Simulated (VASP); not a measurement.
```yaml
crystal:
  lattice:
    - [0.00000, 2.01787, 2.01787]
    - [2.01787, 0.00000, 2.01787]
    - [2.01787, 2.01787, 0.00000]
  atoms:
    - { symbol: Li, position: [0.00000, 0.00000, 0.00000] }
    - { symbol: F, position: [0.50000, 0.50000, 0.50000] }
```

Level of theory: vdW-DF-cx, VASP's PBE PAW potentials (set 64) (plane waves; VASP 6.6.1). Settings: 520 eV cut-off, Gaussian smearing of 0.050 eV, potentials Li_sv F.

Question: Give the energies of bands 3 to 6 at the high-symmetry points, in eV from the valence-band maximum.

Answer: 
```tsv
band	Γ	X	U	L	W
3	0.00	-2.98	-2.48	-2.50	-2.06
4	0.00	-0.99	-1.55	-0.23	-2.06
5	0.00	-0.99	-0.73	-0.23	-0.79
6	9.20	14.92	14.59	10.90	15.14
```

The gap is direct, 9.20 eV, from the valence maximum at Γ to the conduction minimum at Γ.

Measured: gap 15.35 eV (computed value off by -6.15 eV), as given by Wei Chen et al., Physical Review Materials (2018), doi:10.1103/physrevmaterials.2.073803 [zero-point renormalisation of 1.15 eV added back (the table's ZPR column)].

The compound is LiF in the rock salt structure. It was relaxed first.
